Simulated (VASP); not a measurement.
Data:

```xyz
3
Lattice="0.0000 3.4248 3.4248 3.4248 0.0000 3.4248 3.4248 3.4248 0.0000" Properties=species:S:1:pos:R:3 pbc="T T T"
Sr     3.4248     6.8497     3.4248
Cl     1.7124     1.7124     1.7124
Cl     5.1372     5.1372     5.1372
```

All values below come from PBE GGA with D3 dispersion (zero damping), VASP's PBE PAW potentials (set 64) (plane waves; VASP). Run with 520 eV cut-off, 6×6×6 Γ-centred mesh, Gaussian smearing of 0.050 eV, potentials Sr_sv Cl.

**Question.** Predict the energy per atom (σ→0), pressure, band gap (on the k-mesh) with the smallest direct gap where there is one.

**Answer.** 
```yaml
band gap (on the k-mesh): 5.47 eV
smallest direct gap (on the k-mesh): 5.47 eV
energy per atom (σ→0): -4.407 eV/atom
pressure: 2.62 GPa
```

The absolute energy has meaning only against runs of the same code, potentials and settings.

The compound is SrCl2 in the fluorite structure. This cell is one point of a volume scan, at 0.94 of the reference volume.
